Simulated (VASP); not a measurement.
Level of theory: LDA (Ceperley-Alder, Perdew-Zunger), VASP's LDA PAW potentials (set 64) (plane waves; VASP).

VASP input:

**INCAR**
```
SYSTEM = BP
PREC = Accurate; ENCUT = 620; LREAL = F
LASPH = T
EDIFF = 1E-6; NELM = 100; ALGO = Normal
ISMEAR = 0; SIGMA = 0.05
IBRION = 2; NSW = 40; ISIF = 3
EDIFFG = -0.02; PSTRESS = 50
LWAVE = F; LCHARG = F
```

### KPOINTS
```
K-points
0
G
 10 10 10
```

### POSCAR
```
BP
1
    0.0000000000     2.2247260399     2.2247260399
    2.2247260399    -0.0000000000     2.2247260399
    2.2247260399     2.2247260399     0.0000000000
B P
1 1
Direct
  0.0000000000   0.0000000000   0.0000000000
  0.2500000000   0.2500000000   0.2500000000
```

POTCAR, in this order: B P (LDA.64 set). Program: vasp_std.

Output of the run:

File OUTCAR:
```
 ion  position               nearest neighbor table
   1  0.000  0.000  0.000-   2 1.93   2 1.93   2 1.93   2 1.93
   2  0.250  0.250  0.250-   1 1.93   1 1.93   1 1.93   1 1.93
  LATTYP: Found a face centered cubic cell.
 ALAT       =     4.4494520798
 Subroutine PRICEL returns:
 Original cell was already a primitive cell.
 Subroutine GETGRP returns: Found 24 space group operations
The static configuration has the point symmetry T_d .
The dynamic configuration has the point symmetry T_d .
 Subroutine INISYM returns: Found 24 space group operations
 Subroutine IBZKPT returns following result:
 Found     47 irreducible k-points:

 Following reciprocal coordinates:
            Coordinates               Weight
  0.000000  0.000000  0.000000      1.000000
  0.100000  0.000000  0.000000      8.000000
  0.200000  0.000000  0.000000      8.000000
  0.300000  0.000000  0.000000      8.000000
  0.400000  0.000000  0.000000      8.000000
  0.500000  0.000000  0.000000      4.000000
  0.100000  0.100000  0.000000      6.000000
  0.200000  0.100000  0.000000     24.000000
  0.300000  0.100000  0.000000     24.000000
...
```

OSZICAR:
```
       N       E                     dE             d eps       ncg     rms          rms(c)
DAV:   1     0.109868434133E+02    0.10987E+02   -0.45971E+03   752   0.104E+03
DAV:   2    -0.150637743282E+02   -0.26051E+02   -0.24921E+02  1160   0.120E+02
DAV:   3    -0.153606608863E+02   -0.29689E+00   -0.29689E+00   952   0.168E+01
DAV:   4    -0.153611977886E+02   -0.53690E-03   -0.53690E-03  1120   0.732E-01
DAV:   5    -0.153611982294E+02   -0.44078E-06   -0.44078E-06   984   0.169E-02    0.798E+00
DAV:   6    -0.145386068358E+02    0.82259E+00   -0.21371E+00   816   0.817E+00    0.424E+00
DAV:   7    -0.144053730314E+02    0.13323E+00   -0.35775E-01  1128   0.365E+00    0.132E+00
DAV:   8    -0.143919316077E+02    0.13441E-01   -0.37047E-02   856   0.126E+00    0.267E-01
DAV:   9    -0.143919533708E+02   -0.21763E-04   -0.53731E-04  1064   0.219E-01    0.171E-01
DAV:  10    -0.143919453629E+02    0.80079E-05   -0.12594E-04   800   0.800E-02    0.262E-02
DAV:  11    -0.143919477029E+02   -0.23400E-05   -0.49456E-06  1080   0.165E-02    0.378E-02
DAV:  12    -0.143919474583E+02    0.24460E-06   -0.13652E-06   408   0.663E-03
   1 F= -.13704691E+02 E0= -.13704691E+02  d E =-.137047E+02
```

File OUTCAR:
```
------------------------ aborting loop because EDIFF is reached ----------------------------------------
  FORCE on cell =-STRESS in cart. coord.  units (eV):
  Direction    XX          YY          ZZ          XY          YZ          ZX
  --------------------------------------------------------------------------------------
  Total        0.6839940      0.6839940      0.6839940      0.0000000     -0.0000000      0.0000000
  in kB       49.7626259     49.7626259     49.7626259      0.0000000     -0.0000000      0.0000000
  external PRESSURE =      -0.2373741 kB  Pullay stress =      50.0000000 kB
  volume of cell :       22.02
      direct lattice vectors                 reciprocal lattice vectors
     0.000000000  2.224726040  2.224726040    -0.224746774  0.224746774  0.224746774
     2.224726040  0.000000000  2.224726040     0.224746774 -0.224746774  0.224746774
     2.224726040  2.224726040  0.000000000     0.224746774  0.224746774 -0.224746774
  FREE ENERGIE OF THE ION-ELECTRON SYSTEM (eV)
  ---------------------------------------------------
  free  energy   TOTEN  =       -14.3919474583 eV

  energy  without entropy=      -14.3919474583  energy(sigma->0) =      -14.39194746
  enthalpy is  TOTEN    =       -13.7046906798 eV   P V=        0.6872567785

 reached required accuracy - stopping structural energy minimisation
```
(Selected blocks of OUTCAR.)

**OUTCAR**
```
 val. band max:        8.1246752934   @ k =   0.0000   0.0000   0.0000

 cond. band min:       9.2430326423   @ k =   0.4000   0.4000   0.0000


 Fermi energy:         8.3249514225

 k-point     1 :       0.0000    0.0000    0.0000
  band No.  band energies     occupation
      1      -7.7950      2.00000
      2       8.1247      2.00000
      3       8.1247      2.00000
      4       8.1247      2.00000
      5      11.6016      0.00000
      6      11.6016      0.00000
      7      11.6016      0.00000
      8      16.4114      0.00000

 k-point     2 :       0.1000    0.0000    0.0000
  band No.  band energies     occupation
      1      -7.6062      2.00000
      2       6.7906      2.00000
      3       7.8164      2.00000
      4       7.8164      2.00000
      5      12.0286      0.00000
      6      12.0286      0.00000
      7      12.0855      0.00000
      8      16.8523      0.00000

 k-point     3 :       0.2000    0.0000    0.0000
  band No.  band energies     occupation
      1      -7.0462      2.00000
      2       4.3726      2.00000
      3       7.2360      2.00000
      4       7.2360      2.00000
      5      12.3897      0.00000
      6      12.7651      0.00000
      7      12.7651      0.00000
      8      17.7727      0.00000

 k-point     4 :       0.3000    0.0000    0.0000
  band No.  band energies     occupation
      1      -6.1421      2.00000
      2       1.9180      2.00000
      3       6.7318      2.00000
      4       6.7318      2.00000
      5      12.3746      0.00000
      6      13.0594      0.00000
      7      13.0594      0.00000
      8      18.3449      0.00000

 k-point     5 :       0.4000    0.0000    0.0000
  band No.  band energies     occupation
      1      -4.9990      2.00000
      2      -0.2107      2.00000
      3       6.4139      2.00000
      4       6.4139      2.00000
      5      12.3017      0.00000
      6      12.9416      0.00000
      7      12.9416      0.00000
...
```

The compound is BP in the zinc blende structure. It was relaxed first under an external pressure of 5 GPa.
